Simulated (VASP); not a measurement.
# BeB3 (Fd-3m) in VASP: further runs

The runs below take BeB3 through single point, relaxation of cell and atoms, with PBE.

Everything below comes from runs of VASP 6.6.1. Logs are shortened: lines on timing, memory, paths and dates and some standing lists are left out, and cuts for length are marked.

### Step 1. The cell of the first run

It takes space group Fd-3m (No. 227, cubic). Conventional cell: a = 7.311 Å, b = 7.311 Å, c = 7.311 Å, α = 90.00°, β = 90.00°, γ = 90.00°. Be (site symmetry -43m) has 16 B at 3.03 to 3.17 Å and 4 Be at 3.17 Å as nearest neighbours. B (site symmetry -43m) is surrounded by 4 B at 1.58 Å. B (site symmetry -3m) is surrounded by 2 B at 1.58 Å.

The cell was built by a generator and needn't be a form met in nature.

### Step 2. Single point, PBE (random cell by space group and Wyckoff sites (Fd-3m, No. 227))

INCAR reads:

```
SYSTEM = BeB3
PREC = Accurate
ENCUT = 520
EDIFF = 1E-6
ISMEAR = 0
SIGMA = 0.1
LREAL = .False.
LASPH = .True.
NELM = 60
ALGO = Normal
ISIF = 2
LWAVE = .False.
LCHARG = .False.
GGA = PE
NBANDS = 21
```

KPOINTS reads:

```
regular mesh
0
Gamma
  10 10 10
  0 0 0
```

POSCAR reads:

```
BeB3
1.0
    0.0000000000      3.6553484263      3.6553484263
    3.6553484263      0.0000000000      3.6553484263
    3.6553484263      3.6553484263      0.0000000000
Be B
2 6
Direct
    0.2500000000      0.2500000000      0.2500000000
    0.0000000000      0.0000000000      0.0000000000
    0.5000000000      0.5000000000      0.5000000000
    0.7500000000      0.7500000000      0.7500000000
    0.6250000000      0.6250000000      0.6250000000
    0.6250000000      0.6250000000      0.1250000000
    0.6250000000      0.1250000000      0.6250000000
    0.1250000000      0.6250000000      0.6250000000
```

Potentials or basis: VASP PAW PBE potentials, release 64 (Be, B).

On the command line:

```sh
> cat potpaw_PBE.64/Be/POTCAR potpaw_PBE.64/B/POTCAR > POTCAR
> mpirun -np 1 vasp_std > vasp.out
```

OUTCAR:

```text
SYSTEM = BeB3
   PREC = Accurate
   ENCUT = 520
   EDIFF = 1E-6
   ISMEAR = 0
   LREAL = .False.
   LASPH = .True.
   NELM = 60
   ISIF = 2
   GGA = PE

 ion  position               nearest neighbor table
   1  0.250  0.250  0.250-
   2  0.000  0.000  0.000-
   3  0.500  0.500  0.500-   5 1.58   6 1.58   7 1.58   8 1.58
   4  0.750  0.750  0.750-   5 1.58   6 1.58   7 1.58   8 1.58
   5  0.625  0.625  0.625-   3 1.58   4 1.58
   6  0.625  0.625  0.125-   3 1.58   4 1.58
   7  0.625  0.125  0.625-   3 1.58   4 1.58
   8  0.125  0.625  0.625-   3 1.58   4 1.58

  LATTYP: Found a face centered cubic cell.
 ALAT       =     7.3106968526

  Lattice vectors:

 A1 = (   0.0000000000,   3.6553484263,   3.6553484263)
 A2 = (   3.6553484263,   0.0000000000,   3.6553484263)
 A3 = (   3.6553484263,   3.6553484263,   0.0000000000)

Analysis of symmetry for initial positions (statically):
=====================================================================
 Subroutine PRICEL returns:
 Original cell was already a primitive cell.

 Routine SETGRP: Setting up the symmetry group for a
 face centered cubic supercell.

 Subroutine GETGRP returns: Found 48 space group operations
 (whereof 24 operations were pure point group operations)
 out of a pool of 48 trial point group operations.

The static configuration has the point symmetry T_d .
 The point group associated with its full space group is O_h .

Analysis of symmetry for dynamics (positions and initial velocities):
=====================================================================
 Subroutine PRICEL returns:
 Original cell was already a primitive cell.

 Routine SETGRP: Setting up the symmetry group for a
 face centered cubic supercell.

 Subroutine GETGRP returns: Found 48 space group operations
 (whereof 24 operations were pure point group operations)
 out of a pool of 48 trial point group operations.

The dynamic configuration has the point symmetry T_d .
 The point group associated with its full space group is O_h .

 Subroutine INISYM returns: Found 48 space group operations
 (whereof 24 operations are pure point group operations),
 and found     1 'primitive' translations

----------------------------------------------------------------------------------------

                                     Primitive cell

  volume of cell :      97.6824

  direct lattice vectors                    reciprocal lattice vectors
     0.000000000  3.655348426  3.655348426    -0.136785866  0.136785866  0.136785866
     3.655348426  0.000000000  3.655348426     0.136785866 -0.136785866  0.136785866
     3.655348426  3.655348426  0.000000000     0.136785866  0.136785866 -0.136785866

  length of vectors
     5.169443320  5.169443320  5.169443320     0.236920070  0.236920070  0.236920070

  position of ions in fractional coordinates (direct lattice)
     0.250000000  0.250000000  0.250000000
     0.000000000  0.000000000  0.000000000
     0.500000000  0.500000000  0.500000000
     0.750000000  0.750000000  0.750000000
     0.625000000  0.625000000  0.625000000
     0.625000000  0.625000000  0.125000000
     0.625000000  0.125000000  0.625000000
     0.125000000  0.625000000  0.625000000

  ion indices of the primitive-cell ions
   primitive index   ion index
                 1           1
                 2           2
                 3           3
                 4           4
                 5           5
                 6           6
                 7           7
                 8           8

----------------------------------------------------------------------------------------

 KPOINTS: regular mesh

Automatic generation of k-mesh.
 Grid dimensions read from file:
 generate k-points for:   10   10   10

 Generating k-lattice:

  Cartesian coordinates                     Fractional coordinates (reciprocal lattice)
    -0.013678587  0.013678587  0.013678587     0.100000000  0.000000000  0.000000000
     0.013678587 -0.013678587  0.013678587     0.000000000  0.100000000  0.000000000
     0.013678587  0.013678587 -0.013678587     0.000000000  0.000000000  0.100000000

  Length of vectors
     0.023692007  0.023692007  0.023692007

  Shift w.r.t. Gamma in fractional coordinates (k-lattice)
     0.000000000  0.000000000  0.000000000

 Subroutine IBZKPT returns following result:
 ===========================================

 Found     47 irreducible k-points:

 Following reciprocal coordinates:
            Coordinates               Weight
  0.000000  0.000000  0.000000      1.000000
  0.100000  0.000000  0.000000      8.000000
  0.200000  0.000000  0.000000      8.000000
  0.300000  0.000000  0.000000      8.000000
  0.400000  0.000000  0.000000      8.000000
  0.500000  0.000000  0.000000      4.000000
[... 16 lines left out ...]
  0.300000  0.300000  0.000000      6.000000
  0.400000  0.300000  0.000000     24.000000
 [... further k-points ...]
   k-points           NKPTS =     47   k-points in BZ     NKDIM =     47   number of bands    NBANDS=     21
   number of dos      NEDOS =    301   number of ions     NIONS =      8
   total plane-waves  NPLWV =  64000
   dimension x,y,z NGX =    40 NGY =   40 NGZ =   40
   dimension x,y,z NGXF=    80 NGYF=   80 NGZF=   80
   ions per type =               2   6
   NGX,Y,Z   is equivalent  to a cutoff of  12.86, 12.86, 12.86 a.u.
   NGXF,Y,Z  is equivalent  to a cutoff of  25.73, 25.73, 25.73 a.u.
 SYSTEM =  BeB3
   PREC   = accura    normal or accurate (medium, high low for compatibility)
   ISTART =      0    job   : 0-new  1-cont  2-samecut
   ICHARG =      2    charge: 1-file 2-atom 10-const
   ISPIN  =      1    spin polarized calculation?
   LNONCOLLINEAR =      F non collinear calculations
   LSORBIT =      F    spin-orbit coupling
   LASPH  =      T    aspherical Exc in radial PAW
   ENCUT  =  520.0 eV  38.22 Ry    6.18 a.u.   9.61  9.61  9.61*2*pi/ulx,y,z
   NELM   =     60;   NELMIN=  2; NELMDL= -5     # of ELM steps
   EDIFF  = 0.1E-05   stopping-criterion for ELM
   LREAL  =      F    real-space projection
   EDIFFG = 0.1E-04   stopping-criterion for IOM
   NSW    =      0    number of steps for IOM
   IBRION =     -1    ionic relax: 0-MD 1-quasi-New 2-CG
   NFREE  =      0    steps in history (QN), initial steepest desc. (CG)
   ISIF   =      2    stress and relaxation
   ISYM   =      2    0-nonsym 1-usesym 2-fastsym
   POTIM  = 0.5000    time-step for ionic-motion
   TEBEG  =    0.0;   TEEND  =   0.0 temperature during run
   PSTRESS=    0.0 pullay stress
   NELECT =      22.0000    total number of electrons
   NUPDOWN=      -1.0000    fix difference up-down
   EMIN   =  10.00;   EMAX   =-10.00  energy-range for DOS
   EFERMI =   0.00;   METHOD = LEGACY
   ISMEAR =     0;   SIGMA  =   0.10  broadening in eV -4-tet -1-fermi 0-gaus
   EFERMI_NEDOS =   21; number of points for ismear=-14 and -15
   IALGO  =     38    algorithm
   IMIX   =      4    mixing-type and parameters
     AMIX     =   0.40;   BMIX     =  1.00
     AMIX_MAG =   1.60;   BMIX_MAG =  1.00
  volume/ion in A,a.u.               =      12.21        82.40
  Fermi-wavevector in a.u.,A,eV,Ry     =   0.996040  1.882243 13.498292  0.992096
  Thomas-Fermi vector in A             =   2.128102
   LORBIT       =      0    0 simple, 1 ext, 2 COOP (PROOUT), +10 PAW based schemes
   GGA     = PE    functional components
   LHFCALC =     F    Hartree Fock is set to
   AEXX    =    0.0000 exact exchange contribution
   IVDW    =     0    specifies the selected vdW correction
   LEPSILON=     F    determine dielectric tensor
   LRPA    =     F    only Hartree local field effects (RPA)
 non-spin polarized calculation
 Gauss-broadening in eV      SIGMA  =   0.10
  energy-cutoff  :      520.00
  volume of cell :       97.68
 maximum number of plane-waves:      2685
   NGX = 19   NGY = 19   NGZ = 19

 number of electron      22.0000001 magnetization

 Free energy of the ion-electron system (eV)
  ---------------------------------------------------
  ext. energy  EPLUGINS =         0.00000000
  ---------------------------------------------------
  free energy    TOTEN  =       -36.77914406 eV

  energy without entropy =      -36.77681660  energy(sigma->0) =      -36.77798033

 E-fermi :   2.9089     XC(G=0):  -9.3891

 val. band max:        2.8649930538   @ k =  -0.3000   0.1000   0.0000
 cond. band min:       3.0348496401   @ k =  -0.4000   0.2000   0.1000
 fundamental gap:      0.1698565863
 Fermi energy:         2.9089322450

 k-point     1 :       0.0000    0.0000    0.0000
  band No.  band energies     occupation
      1      -9.3874      2.00000
      2      -6.0935      2.00000
      3      -3.1308      2.00000
      4      -3.1308      2.00000
      5      -3.1308      2.00000
      6      -2.1908      2.00000
[... 13 lines left out ...]
     20       8.3821      0.00000
     21       8.3821      0.00000

 k-point     2 :       0.1000    0.0000    0.0000
  band No.  band energies     occupation
      1      -9.3404      2.00000
      2      -6.1949      2.00000
      3      -3.2935      2.00000
      4      -3.2186      2.00000
      5      -3.2186      2.00000
      6      -2.0777      2.00000
[... 13 lines left out ...]
     20       8.1455      0.00000
     21       8.3897      0.00000

 k-point     3 :       0.2000    0.0000    0.0000
  band No.  band energies     occupation
      1      -9.2040      2.00000
      2      -6.4682      2.00000
      3      -3.6012      2.00000
      4      -3.3870      2.00000
      5      -3.3870      2.00000
      6      -1.8542      2.00000
[... 13 lines left out ...]
     20       7.6138      0.00000
     21       8.4096      0.00000
[... 457 lines left out ...]
 k-point    23 :       0.3000    0.3000    0.0000
  band No.  band energies     occupation
      1      -8.8421      2.00000
      2      -7.0113      2.00000
      3      -4.0660      2.00000
      4      -4.0660      2.00000
      5      -2.7951      2.00000
      6      -2.7113      2.00000
[... 13 lines left out ...]
     20       7.6570      0.00000
     21       7.8794      0.00000

 k-point    24 :       0.4000    0.3000    0.0000
  band No.  band energies     occupation
      1      -8.6383      2.00000
      2      -7.2780      2.00000
      3      -4.2966      2.00000
      4      -4.1547      2.00000
      5      -2.8011      2.00000
      6      -2.6159      2.00000
[... 13 lines left out ...]
     20       7.6188      0.00000
     21       7.9045      0.00000

 [... further k-points ...]

------------------------ aborting loop because EDIFF is reached ----------------------------------------

  FORCE on cell =-STRESS in cart. coord.  units (eV):
  Direction    XX          YY          ZZ          XY          YZ          ZX
  --------------------------------------------------------------------------------------
  -------------------------------------------------------------------------------------
  Total       -0.0049618     -0.0049618     -0.0049618      0.0000000      0.0000000      0.0000000
  in kB       -0.0813834     -0.0813834     -0.0813834      0.0000000      0.0000000      0.0000000
  external PRESSURE =      -0.0813834 kB  Pullay stress =       0.0000000 kB

 VOLUME and BASIS-vectors are now :
 -----------------------------------------------------------------------------
  energy-cutoff  :      520.00
  volume of cell :       97.68
      direct lattice vectors                 reciprocal lattice vectors
     0.000000000  3.655348426  3.655348426    -0.136785866  0.136785866  0.136785866
     3.655348426  0.000000000  3.655348426     0.136785866 -0.136785866  0.136785866
     3.655348426  3.655348426  0.000000000     0.136785866  0.136785866 -0.136785866

 POSITION                                       TOTAL-FORCE (eV/Angst)
 -----------------------------------------------------------------------------------
      1.82767      1.82767      1.82767         0.000000      0.000000      0.000000
      0.00000      0.00000      0.00000        -0.000000     -0.000000     -0.000000
      3.65535      3.65535      3.65535        -0.000000      0.000000     -0.000000
      5.48302      5.48302      5.48302         0.000000     -0.000000      0.000000
      4.56919      4.56919      4.56919         0.000000     -0.000000      0.000000
      2.74151      2.74151      4.56919         0.000000     -0.000000      0.000000
      2.74151      4.56919      2.74151         0.000000     -0.000000      0.000000
      4.56919      2.74151      2.74151         0.000000     -0.000000      0.000000
 -----------------------------------------------------------------------------------
    total drift:                                0.000000      0.000000      0.000000

  FREE ENERGIE OF THE ION-ELECTRON SYSTEM (eV)
  ---------------------------------------------------
  free  energy   TOTEN  =       -36.7791440636 eV

  energy  without entropy=      -36.7768165982  energy(sigma->0) =      -36.77798033
```

Wall time 1.8 min (1 thread of Intel Xeon Platinum 8488C (Sapphire Rapids), shared host); peak memory 0.26 GiB.

Results:

```
Free energy            : -36.7791 eV
Pressure               : 0.0 GPa
Band gap on the k mesh : none (metal or under the smearing width)
```

Levels at points of the mesh, in eV from the Fermi level:
| k point | band 7 | band 8 | band 9 | band 10 | band 11 | band 12 | band 13 | band 14 | band 15 | band 16 |
| --- | --- | --- | --- | --- | --- | --- | --- | --- | --- | --- |
| (0.00, 0.00, 0.00) | -5.10 | -5.10 | -2.44 | -0.68 | -0.68 | 1.05 | 1.05 | 1.05 | 1.92 | 1.92 |
| (0.50, 0.00, 0.00) | -4.44 | -3.43 | -1.42 | -0.88 | -0.84 | -0.84 | 1.04 | 1.04 | 3.22 | 3.26 |
| (0.50, 0.50, 0.00) | -3.17 | -3.17 | -1.78 | -1.78 | 0.55 | 0.55 | 1.56 | 1.56 | 3.15 | 3.15 |

### Step 3. Relaxation of cell and atoms, PBE (random cell by space group and Wyckoff sites (Fd-3m, No. 227))

INCAR reads:

```
SYSTEM = BeB3
PREC = Accurate ; ENCUT = 600
EDIFF = 1E-6 ; ISMEAR = 0
SIGMA = 0.1 ; LREAL = .FALSE.
LASPH = .TRUE. ; NELM = 60
ALGO = Fast ; ISIF = 3
LWAVE = .FALSE. ; LCHARG = .FALSE.
GGA = PE ; IBRION = 2
NSW = 100 ; EDIFFG = -0.01
```

KPOINTS reads:

```
regular mesh
0
G
  10 10 10
  0 0 0
```

Edit POSCAR of step 2 so:

```diff
@@ -2,5 +2,5 @@
 1.0
-    0.0000000000      3.6553484263      3.6553484263
-    3.6553484263      0.0000000000      3.6553484263
-    3.6553484263      3.6553484263      0.0000000000
+    0.0000000000      3.6523812203      3.6523812203
+    3.6523812203      0.0000000000      3.6523812203
+    3.6523812203      3.6523812203      0.0000000000
 Be B
```

Potentials or basis: VASP PAW PBE potentials, release 64 (Be, B).

On the command line:

```sh
> cat potpaw_PBE.64/Be/POTCAR potpaw_PBE.64/B/POTCAR > POTCAR
> mpirun -np 1 vasp_std > vasp.out
```

It took 3 min on 1 thread of Intel Xeon Platinum 8488C (Sapphire Rapids), shared host; peak memory 0.29 GiB.

Results (log left out):

```
Free energy                            : -36.7850 eV
Relaxed volume                         : 12.21 Å³/atom
Relaxed cell                           : a = 5.169 Å, b = 5.169 Å, c = 5.169 Å, α = 60.00°, β = 60.00°, γ = 60.00°
Space group after relaxing (to 0.05 Å) : Fd-3m (No. 227)
Energy gained by relaxing              : 0.0 meV/atom
Ionic steps                            : 2
Pressure after relaxing                : 0.0 GPa
Band gap on the k mesh                 : none (metal or under the smearing width)
```

The path:
| step | energy change (eV) | largest force (eV/Å) | pressure (GPa) | volume (Å³) |
| --- | --- | --- | --- | --- |
| 1 | 0.0000 | 0.0000 | 0.21 | 97.44 |
| 2 | -0.0001 | 0.0000 | -0.01 | 97.67 |

Final structure:
```yaml
crystal:
  lattice:
    - [0.00000, 3.65521, 3.65521]
    - [3.65521, 0.00000, 3.65521]
    - [3.65521, 3.65521, 0.00000]
  atoms:
    - { symbol: Be, position: [0.25000, 0.25000, 0.25000] }
    - { symbol: Be, position: [0.00000, 0.00000, 0.00000] }
    - { symbol: B, position: [0.50000, 0.50000, 0.50000] }
    - { symbol: B, position: [0.75000, 0.75000, 0.75000] }
    - { symbol: B, position: [0.62500, 0.62500, 0.62500] }
    - { symbol: B, position: [0.62500, 0.62500, 0.12500] }
    - { symbol: B, position: [0.62500, 0.12500, 0.62500] }
    - { symbol: B, position: [0.12500, 0.62500, 0.62500] }
```

Levels at points of the mesh, in eV from the Fermi level:
| k point | band 9 | band 10 | band 11 | band 12 | band 13 | band 14 |
| --- | --- | --- | --- | --- | --- | --- |
| (0.00, 0.00, 0.00) | -2.44 | -0.68 | -0.68 | 1.05 | 1.05 | 1.91 |
| (0.50, 0.00, 0.00) | -1.42 | -0.88 | -0.84 | -0.84 | 1.04 | 1.04 |
| (0.50, 0.50, 0.00) | -1.78 | -1.78 | 0.55 | 0.55 | 1.56 | 1.56 |

[end of part 1 of 2]
